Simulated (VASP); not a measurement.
Computed with PBE GGA with D3 dispersion (Becke-Johnson damping), VASP's PBE PAW potentials (set 64) (plane waves; VASP).

Input for VASP

**KPOINTS**
```
Automatic mesh
0
Gamma
7 7 7
0 0 0
```

File POSCAR:
```
SnTe
4.5028160
  0.0000000000   0.7071067236   0.7071067236
  0.7071067236   0.0000000000   0.7071067236
  0.7071067236   0.7071067236   0.0000000000
Sn Te
1 1
Cart
  0.0000000000   0.0000000000   0.0000000000
  0.7071067236   0.7071067236   0.7071067236
```

### INCAR
```
# general
SYSTEM   =  SnTe
PREC     =  Accurate
ENCUT    =  520   # plane-wave cut-off (eV)
LREAL    =  .False.
LASPH    =  .True.   # aspherical one-centre terms

# electronic loop
EDIFF    =  1E-7   # SCF stop (eV)
NELM     =  100
ALGO     =  Normal
LMAXMIX  =  4   # l cut-off of mixed one-centre charges

# smearing
ISMEAR   =  0
SIGMA    =  0.05   # width (eV)

# functional
GGA      =  PE   # PBE
IVDW     =  12   # D3, Becke-Johnson

# ions
ISIF     =  2

# output
LWAVE    =  .False.
LCHARG   =  .False.
```

POTCAR, in this order: Sn_d Te (PBE.64 set). Program: vasp_std.

Problem. Estimate the energy per atom (σ→0), dispersion energy, pressure.

Solution. 
```json
{
  "energy per atom (σ→0)": "-4.171 eV/atom",
  "dispersion_energy": "-0.776 eV",
  "pressure": "-1.25 GPa"
}
```

OSZICAR:
```
...
DAV:   8    -0.756562456491E+01   -0.49097E-03   -0.72903E-03   638   0.800E-01    0.164E-01
DAV:   9    -0.756573017956E+01   -0.10561E-03   -0.61131E-04   698   0.264E-01    0.354E-02
DAV:  10    -0.756574168459E+01   -0.11505E-04   -0.79444E-05   614   0.817E-02    0.214E-02
DAV:  11    -0.756574898320E+01   -0.72986E-05   -0.38136E-05   620   0.507E-02    0.236E-02
DAV:  12    -0.756574869033E+01    0.29287E-06   -0.26359E-06   692   0.103E-02    0.112E-02
DAV:  13    -0.756574823870E+01    0.45163E-06   -0.34430E-07   620   0.446E-03    0.360E-03
DAV:  14    -0.756574819033E+01    0.48376E-07   -0.38158E-07   502   0.701E-03
   1 F= -.83418711E+01 E0= -.83418711E+01  d E =-.142378E-13
```

The compound is SnTe in the rock salt structure, which distorts at low temperature. This cell is one point of a volume scan, at 1.03 of the reference volume.
